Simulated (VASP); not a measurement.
Input:

```yaml
crystal:
  lattice:
    - [0.00000, 2.39931, 2.39931]
    - [2.39931, 0.00000, 2.39931]
    - [2.39931, 2.39931, 0.00000]
  atoms:
    - { symbol: Nb, position: [0.00000, 0.00000, 0.00000] }
    - { symbol: C, position: [0.25000, 0.25000, 0.25000] }
```

Computed with PBEsol GGA, VASP's PBE PAW potentials (set 64) (plane waves; VASP 6.6.1). Run with 520 eV cut-off, 15×15×15 Γ-centred mesh, tetrahedra with Blöchl corrections, potentials Nb_sv C.

### Question
Tabulate the total density of states (states/eV per cell) against energy (eV; zero at the valence-band maximum or, without a gap, the Fermi level).

### Answer

```
E (eV) | DOS (states/eV)
    -9.98 | ##################### 2.35
    -9.74 | ###################### 2.48
    -9.50 |  0.00
    -9.26 |  0.00
    -9.02 |  0.00
    -8.90 |  0.00
    -8.66 |  0.00
    -8.42 |  0.00
    -8.18 |  0.00
    -7.94 |  0.00
    -7.70 |  0.00
    -7.46 |  0.00
    -7.22 |  0.00
    -6.98 |  0.00
    -6.74 |  0.00
    -6.62 |  0.00
    -6.38 |  0.00
    -6.14 |  0.00
    -5.90 |  0.00
    -5.66 | ## 0.18
    -5.42 | ###### 0.62
    -5.18 | ######## 0.91
    -4.94 | ############ 1.30
    -4.70 | ################### 2.13
    -4.46 | ############### 1.65
    -4.34 | ############# 1.49
    -4.10 | ############ 1.32
    -3.86 | ################## 2.02
    -3.62 | ############################## 3.31
    -3.38 | ##################### 2.28
    -3.14 | ################ 1.80
    -2.90 | ############# 1.48
    -2.66 | ########### 1.19
    -2.42 | ######### 1.02
    -2.18 | ######## 0.90
    -2.06 | ######## 0.84
    -1.82 | ########### 1.26
    -1.58 | ## 0.23
    -1.34 |  0.00
    -1.10 | ## 0.20
    -0.86 | ############ 1.37
    -0.62 | ######## 0.87
    -0.38 | ######## 0.84
    -0.14 | ######## 0.91
     0.10 | ########## 1.09
     0.22 | ############ 1.30
     0.46 | ######### 1.05
     0.70 | ###### 0.66
     0.94 | ######## 0.84
     1.18 | ############### 1.64
     1.42 | #################### 2.21
     1.66 | ######################### 2.71
     1.90 | ############ 1.37
     2.14 | ### 0.38
     2.38 | ######## 0.87
     2.50 | ############ 1.34
     2.74 | ######################## 2.64
     2.98 | ########### 1.20
     3.22 | #### 0.44
     3.46 | ### 0.36
```
Within 2 eV below the Fermi level the largest weight inside VASP's projection spheres is Nb d, then C p.

The structure was generated: NbC was put into the zinc blende type (F-43m), which need not be its known phase. It was relaxed first, which changed the volume by -35 %. The electron count is odd and the run is not spin-polarised, which forces a metal.
